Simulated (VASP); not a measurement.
A run of VASP 6.6.1 is set up as follows.

Contents of INCAR:

```
PREC = Accurate ; ENCUT = 600
EDIFF = 1E-6 ; ISMEAR = 0
SIGMA = 0.01 ; LREAL = False
LASPH = True ; NELM = 100
ALGO = Fast ; ISIF = 3
LWAVE = False ; LCHARG = False
GGA = CA ; IBRION = 2
NSW = 80 ; EDIFFG = -0.001
```

File KPOINTS:

```
regular mesh
0
Gamma
  10 10 10
```

POSCAR

```
CdSe
1.0
    0.0000000000      3.0039002155      3.0039002155
    3.0039002155      0.0000000000      3.0039002155
    3.0039002155      3.0039002155      0.0000000000
Cd Se
1 1
Direct
    0.0000000000      0.0000000000      0.0000000000
    0.7500000000      0.7500000000      0.7500000000
```

Potentials or basis: VASP PAW LDA potentials, release 64 (Cd, Se).

Run with:

```bash
$ cat potpaw_LDA.64/Cd/POTCAR potpaw_LDA.64/Se/POTCAR > POTCAR
$ mpirun -np 1 vasp_std > vasp.out
```

**Question.** Estimate the relaxed volume.

**Answer.** 27.31 Å³/atom.

**Question.** Predict the space group after relaxing (to 0.05 Å).

**Answer.** F-43m (No. 216).

**Question.** What does it give for the band gap on the k mesh?

**Answer.** 0.42 eV, direct.

**Question.** Estimate the relaxed cell.

**Answer.** a = 4.259 Å, b = 4.259 Å, c = 4.259 Å, α = 60.00°, β = 60.00°, γ = 60.00°.

Final structure:
```
CELL_PARAMETERS angstrom
0.00000 3.01136 3.01136
3.01136 0.00000 3.01136
3.01136 3.01136 0.00000
ATOMIC_POSITIONS crystal
Cd 0.00000 0.00000 0.00000
Se 0.75000 0.75000 0.75000
```
